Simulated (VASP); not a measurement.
Consider the following.

```
CELL_PARAMETERS angstrom
      0.00000     2.85692     2.85692
      2.85692     0.00000     2.85692
      2.85692     2.85692     0.00000
ATOMIC_POSITIONS crystal
  Al 0.25000 0.25000 0.25000
  Al 0.75000 0.75000 0.75000
  Pt 0.00000 0.00000 0.00000
```

Method: PBE GGA, VASP's PBE PAW potentials (set 64) (plane waves; VASP). Run with 500 eV cut-off, 9×9×9 Γ-centred mesh, first-order Methfessel-Paxton smearing of 0.10 eV, potentials Al Pt.

Energy and stress use the plane-wave basis of the starting cell.

The ions, cell shape and volume at an external pressure of 30.0 GPa are relaxed. Give the cell that the relaxation ends in.

```
CELL_PARAMETERS angstrom
      0.00000     2.81616     2.81616
      2.81616     0.00000     2.81616
      2.81616     2.81616     0.00000
ATOMIC_POSITIONS crystal
  Al 0.25000 0.25000 0.25000
  Al 0.75000 0.75000 0.75000
  Pt 0.00000 0.00000 0.00000
```
Space group Fm-3m (225), at a tolerance of 0.03 Å.

How do energy and volume change from the first to the last step?

The energy (σ→0) changes by +101.6 meV/atom and the volume by -4.2 %, in 4 ionic steps.

The compound is PtAl2 in the fluorite structure. This run relaxes it under an external pressure of 30 GPa. Symmetry was kept, so distortions that lower it aren't found.
